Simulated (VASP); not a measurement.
Method: SCAN meta-GGA, VASP's PBE PAW potentials (set 64) (plane waves; VASP 6.6.1).

VASP ran on this input.

File KPOINTS:
```
Automatic mesh
0
Gamma
12 12 9
0 0 0
```

**INCAR**
```
# general
SYSTEM   =  TiB2
PREC     =  Accurate
ENCUT    =  520
LREAL    =  F
LASPH    =  T

# electronic loop
EDIFF    =  1E-7
NELM     =  100
ALGO     =  Normal
LMAXMIX  =  4
LMIXTAU  =  T

# smearing
ISMEAR   =  1
SIGMA    =  0.1

# functional
METAGGA  =  SCAN

# ions
IBRION   =  2
NSW      =  30
ISIF     =  4
EDIFFG   =  -0.01

# output
LWAVE    =  F
LCHARG   =  F
```

POSCAR:
```
TiB2
1
    1.5094087492    -2.6143726694     0.0000000000
    1.5094087492     2.6143726694     0.0000000000
    0.0000000000     0.0000000000     3.2326662152
Ti B
1 2
Direct
  0.0000000000   1.0000000000   0.0000000000
  0.3333330000   0.6666670000   0.5000000000
  0.6666670000   0.3333330000   0.5000000000
```

POTCAR, in this order: Ti_sv B (PBE.64 set). Program: vasp_std.

What VASP printed:

**OUTCAR**
```
 ion  position               nearest neighbor table
   1  0.000  0.000  0.000-   2 2.38   3 2.38   2 2.38   3 2.38   3 2.38   3 2.38   2 2.38   2 2.38
                             3 2.38   3 2.38   2 2.38   2 2.38
   2  0.333  0.667  0.500-   3 1.74   3 1.74   3 1.74   1 2.38   1 2.38   1 2.38   1 2.38   1 2.38
                             1 2.38
   3  0.667  0.333  0.500-   2 1.74   2 1.74   2 1.74   1 2.38   1 2.38   1 2.38   1 2.38   1 2.38
                             1 2.38
  LATTYP: Found a hexagonal cell.
 ALAT       =     3.0188175213
 C/A-ratio  =     1.0708385626
 Subroutine PRICEL returns:
 Original cell was already a primitive cell.
 Subroutine GETGRP returns: Found 24 space group operations
The static configuration has the point symmetry D_6h.
The dynamic configuration has the point symmetry D_6h.
 Subroutine INISYM returns: Found 24 space group operations
 Subroutine IBZKPT returns following result:
 Found     95 irreducible k-points:

 Following reciprocal coordinates:
            Coordinates               Weight
  0.000000  0.000000  0.000000      1.000000
  0.083333 -0.000000  0.000000      6.000000
  0.166667  0.000000  0.000000      6.000000
  0.250000 -0.000000  0.000000      6.000000
  0.333333 -0.000000  0.000000      6.000000
  0.416667 -0.000000  0.000000      6.000000
  0.500000 -0.000000  0.000000      3.000000
  0.083333  0.083333  0.000000      6.000000
  0.166667  0.083333  0.000000     12.000000
  0.250000  0.083333  0.000000     12.000000
  0.333333  0.083333  0.000000     12.000000
  0.416667  0.083333  0.000000     12.000000
  0.166667  0.166667  0.000000      6.000000
  0.250000  0.166667  0.000000     12.000000
  0.333333  0.166667  0.000000     12.000000
  0.416667  0.166667  0.000000      6.000000
  0.250000  0.250000  0.000000      6.000000
  0.333333  0.250000  0.000000     12.000000
  0.333333  0.333333  0.000000      2.000000
  0.000000  0.000000  0.111111      2.000000
  0.083333 -0.000000  0.111111     12.000000
  0.166667  0.000000  0.111111     12.000000
  0.250000 -0.000000  0.111111     12.000000
  0.333333 -0.000000  0.111111     12.000000
  0.416667 -0.000000  0.111111     12.000000
  0.500000 -0.000000  0.111111      6.000000
  0.083333  0.083333  0.111111     12.000000
  0.166667  0.083333  0.111111     24.000000
  0.250000  0.083333  0.111111     24.000000
  0.333333  0.083333  0.111111     24.000000
  0.416667  0.083333  0.111111     24.000000
  0.166667  0.166667  0.111111     12.000000
  0.250000  0.166667  0.111111     24.000000
  0.333333  0.166667  0.111111     24.000000
  0.416667  0.166667  0.111111     12.000000
  0.250000  0.250000  0.111111     12.000000
  0.333333  0.250000  0.111111     24.000000
  0.333333  0.333333  0.111111      4.000000
  0.000000  0.000000  0.222222      2.000000
  0.083333 -0.000000  0.222222     12.000000
   k-points           NKPTS =     95   k-points in BZ     NKDIM =     95   number of bands    NBANDS=     13
   number of dos      NEDOS =    301   number of ions     NIONS =      3
   total plane-waves  NPLWV =  13824
   dimension x,y,z NGX =    24 NGY =   24 NGZ =   24
   dimension x,y,z NGXF=    48 NGYF=   48 NGZF=   48
   ions per type =               1   2
   PREC   = accura    normal or accurate (medium, high low for compatibility)
   ISTART =      0    job   : 0-new  1-cont  2-samecut
   ICHARG =      2    charge: 1-file 2-atom 10-const
   ISPIN  =      1    spin polarized calculation?
   LNONCOLLINEAR =      F non collinear calculations
   LSORBIT =      F    spin-orbit coupling
   INIWAV =      1    electr: 0-lowe 1-rand  2-diag
   ENCUT  =  520.0 eV  38.22 Ry    6.18 a.u.   5.61  5.61  6.01*2*pi/ulx,y,z
...
```

### OSZICAR
```
       N       E                     dE             d eps       ncg     rms          rms(c)
DAV:   1     0.119915287112E+03    0.11992E+03   -0.95229E+03  2470   0.161E+03
DAV:   2    -0.325989665966E+02   -0.15251E+03   -0.14808E+03  2520   0.408E+02
DAV:   3    -0.426586109482E+02   -0.10060E+02   -0.98524E+01  3688   0.987E+01
DAV:   4    -0.429991875248E+02   -0.34058E+00   -0.33869E+00  3182   0.165E+01
DAV:   5    -0.430083111900E+02   -0.91237E-02   -0.91230E-02  3633   0.248E+00    0.181E+01
DAV:   6    -0.344547161928E+02    0.85536E+01   -0.26349E+01  3399   0.726E+01    0.327E+00
DAV:   7    -0.341578289979E+02    0.29689E+00   -0.19189E+00  2654   0.169E+01    0.313E+00
DAV:   8    -0.338997719318E+02    0.25806E+00   -0.10151E+00  3006   0.129E+01    0.210E+00
DAV:   9    -0.341654233275E+02   -0.26565E+00   -0.10306E+00  2881   0.146E+01    0.894E-01
DAV:  10    -0.342506231861E+02   -0.85200E-01   -0.16848E-01  3020   0.489E+00    0.265E-01
DAV:  11    -0.342511633317E+02   -0.54015E-03   -0.44160E-03  2845   0.829E-01    0.295E-01
DAV:  12    -0.342527935133E+02   -0.16302E-02   -0.69501E-03  2698   0.113E+00    0.256E-01
DAV:  13    -0.342556930932E+02   -0.28996E-02   -0.20860E-02  2480   0.196E+00    0.143E-01
DAV:  14    -0.342556590507E+02    0.34043E-04   -0.80173E-04  3073   0.337E-01    0.158E-01
DAV:  15    -0.342557256002E+02   -0.66550E-04   -0.52855E-05  2770   0.950E-02    0.148E-01
DAV:  16    -0.342553862038E+02    0.33940E-03   -0.21989E-03  2515   0.604E-01    0.589E-02
DAV:  17    -0.342554579713E+02   -0.71767E-04   -0.12007E-03  2470   0.459E-01    0.797E-02
DAV:  18    -0.342554821577E+02   -0.24186E-04   -0.88969E-04  2490   0.452E-01    0.672E-02
DAV:  19    -0.342555154979E+02   -0.33340E-04   -0.34026E-04  2470   0.262E-01    0.419E-02
DAV:  20    -0.342556386940E+02   -0.12320E-03   -0.11978E-05  2835   0.437E-02    0.222E-02
DAV:  21    -0.342557030153E+02   -0.64321E-04   -0.42701E-06  2600   0.298E-02    0.918E-03
DAV:  22    -0.342557451025E+02   -0.42087E-04   -0.12349E-06  2655   0.158E-02    0.359E-03
DAV:  23    -0.342557574470E+02   -0.12345E-04   -0.54837E-06  2470   0.348E-02    0.264E-03
DAV:  24    -0.342557601335E+02   -0.26865E-05   -0.26817E-07  2570   0.778E-03    0.230E-03
DAV:  25    -0.342557655703E+02   -0.54369E-05   -0.17730E-08  1250   0.191E-03    0.141E-03
DAV:  26    -0.342557728247E+02   -0.72543E-05   -0.25067E-08  1235   0.226E-03    0.192E-04
DAV:  27    -0.342557736853E+02   -0.86065E-06   -0.14455E-08  1235   0.164E-03    0.584E-05
DAV:  28    -0.342557737020E+02   -0.16725E-07   -0.25665E-09  1235   0.541E-04
   1 F= -.34255774E+02 E0= -.34255814E+02  d E =-.342558E+02
```

File OUTCAR:
```
------------------------ aborting loop because EDIFF is reached ----------------------------------------
  FORCE on cell =-STRESS in cart. coord.  units (eV):
  Direction    XX          YY          ZZ          XY          YZ          ZX
  --------------------------------------------------------------------------------------
  Total        0.0239047      0.0239047      0.0122578      0.0000000      0.0000000      0.0000000
  in kB        1.5011678      1.5011678      0.7697637      0.0000000      0.0000000      0.0000000
  external PRESSURE =       1.2573665 kB  Pullay stress =       0.0000000 kB
  volume of cell :       25.51
      direct lattice vectors                 reciprocal lattice vectors
     1.509408749 -2.614372669  0.000000000     0.331255533 -0.191250469  0.000000000
     1.509408749  2.614372669  0.000000000     0.331255533  0.191250469  0.000000000
     0.000000000  0.000000000  3.232666215     0.000000000  0.000000000  0.309342176
 POSITION                                       TOTAL-FORCE (eV/Angst)
 -----------------------------------------------------------------------------------
      0.00000      0.00000      0.00000         0.000000      0.000000      0.000000
      1.50941      0.87146      1.61633        -0.000000     -0.000000      0.000000
      1.50941     -0.87146      1.61633         0.000000      0.000000     -0.000000
 -----------------------------------------------------------------------------------
    total drift:                                0.000000     -0.000000      0.000000
  FREE ENERGIE OF THE ION-ELECTRON SYSTEM (eV)
  ---------------------------------------------------
  free  energy   TOTEN  =       -34.2557737020 eV

  energy  without entropy=      -34.2558946583  energy(sigma->0) =      -34.25581402

 reached required accuracy - stopping structural energy minimisation
```
(Selected blocks of OUTCAR.)

**OUTCAR**
```
 val. band max:       10.1227339779   @ k =   0.3333   0.1667   0.0000

 cond. band min:      10.2446339455   @ k =   0.0833  -0.0000   0.3333


 Fermi energy:        10.2396529094

 k-point     1 :       0.0000    0.0000    0.0000
  band No.  band energies     occupation
      1     -49.3317      2.00000
      2     -24.5774      2.00000
      3     -24.2505      2.00000
      4     -24.2504      2.00000
      5      -4.1840      2.00000
      6       7.3591      2.00000
      7       7.3592      2.00000
      8       7.6242      2.00000
      9       7.9100      2.00000
     10      12.1770     -0.00000
     11      12.1770     -0.00000
     12      13.9589      0.00000
     13      13.9589      0.00000

 k-point     2 :       0.0833   -0.0000    0.0000
  band No.  band energies     occupation
      1     -49.3278      2.00000
      2     -24.5723      2.00000
      3     -24.2802      2.00000
      4     -24.2571      2.00000
      5      -4.0434      2.00000
      6       6.9483      2.00000
      7       7.3312      2.00000
      8       7.5204      2.00000
      9       7.9860      2.00000
     10      12.1341     -0.00000
     11      12.4094      0.00000
     12      13.4530      0.00000
     13      13.5507      0.00000

 k-point     3 :       0.1667    0.0000    0.0000
  band No.  band energies     occupation
      1     -49.3171      2.00000
      2     -24.5588      2.00000
      3     -24.3611      2.00000
      4     -24.2754      2.00000
      5      -3.6297      2.00000
      6       5.8959      2.00000
      7       7.2341      2.00000
      8       7.2851      2.00000
      9       8.1599      2.00000
     10      12.0188     -0.00000
     11      12.6921      0.00000
     12      12.9815      0.00000
     13      13.0347      0.00000

 k-point     4 :       0.2500   -0.0000    0.0000
  band No.  band energies     occupation
      1     -49.3024      2.00000
      2     -24.5402      2.00000
      3     -24.4701      2.00000
...
```

The compound is TiB2 in the AlB2 type structure. It was relaxed first.
